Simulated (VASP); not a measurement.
An input for Quantum ESPRESSO's pw.x (written as the equivalent of a VASP run, and not itself run):

```
&CONTROL
  calculation = 'vc-relax'
  pseudo_dir = './pseudo'
  outdir = './out'
  tprnfor = .true.
  tstress = .true.
  nstep = 30
  forc_conv_thr = 0.00039
/
&SYSTEM
  ibrav = 0
  nat = 4
  ntyp = 2
  ecutwfc = 84
  occupations = 'smearing'
  smearing = 'gaussian'
  degauss = 0.003675
  input_dft = 'pbe'
  vdw_corr = 'grimme-d3'
  dftd3_version = 4
  dftd3_threebody = .false.
/
&ELECTRONS
  conv_thr = 7.3e-09
  electron_maxstep = 100
/
&IONS
/
&CELL
  cell_dofree = 'shape'
/
ATOMIC_SPECIES
  B 10.810 B.upf
  N 14.007 N.upf
CELL_PARAMETERS angstrom
     1.2583182   -2.1794713    0.0000000
     1.2583182    2.1794713    0.0000000
     0.0000000    0.0000000    4.1617774
ATOMIC_POSITIONS crystal
  B    0.6666670  0.3333330  0.5002225
  B    0.3333330  0.6666670  0.0002225
  N    0.6666670  0.3333330  0.8747775
  N    0.3333330  0.6666670  0.3747775
K_POINTS automatic
  10 10 5 0 0 0
```

### Question
Write the VASP files for the same calculation (PBE-D3(BJ)).

### Answer
One answer among several that fit: 
**KPOINTS**
```
Automatic mesh
0
Gamma
10 10 5
0 0 0
```

### POSCAR
```
BN
1
    1.2583182050    -2.1794712793     0.0000000000
    1.2583182050     2.1794712793     0.0000000000
    0.0000000000     0.0000000000     4.1617773934
B N
2 2
Direct
  0.6666670000   0.3333330000   0.5002225297
  0.3333330000   0.6666670000   0.0002225297
  0.6666670000   0.3333330000   0.8747774703
  0.3333330000   0.6666670000   0.3747774703
```

INCAR:
```
LASPH = T   ! aspherical one-centre terms
SYSTEM = BN
LCHARG = F
IVDW = 12   ! D3, Becke-Johnson
LWAVE = F
NELM = 100   ! most electronic steps
NSW = 30
ISIF = 4   ! ions and shape, fixed volume
SIGMA = 0.05   ! width (eV)
ALGO = Normal   ! blocked Davidson
PREC = Accurate
ENCUT = 520
EDIFFG = -0.01
EDIFF = 1E-7
IBRION = 2
ISMEAR = 0
GGA = PE   ! PBE
LREAL = F
```

POTCAR, in this order: B N (PBE.64 set). Program: vasp_std.

What does not carry over: the potentials are each code's own (VASP's PAW set, PseudoDojo norm-conserving files in pw.x), so ENCUT and ecutwfc are chosen apart and not converted; conv_thr bounds pw.x's estimated SCF error, while EDIFF bounds the energy change between steps; forc_conv_thr acts on force components and is met together with etot_conv_thr.

The compound is BN in the wurtzite structure, a metastable high-pressure form. This cell is one point of a volume scan, at 0.97 of the reference volume. Symmetry was kept, so distortions that lower it aren't found.
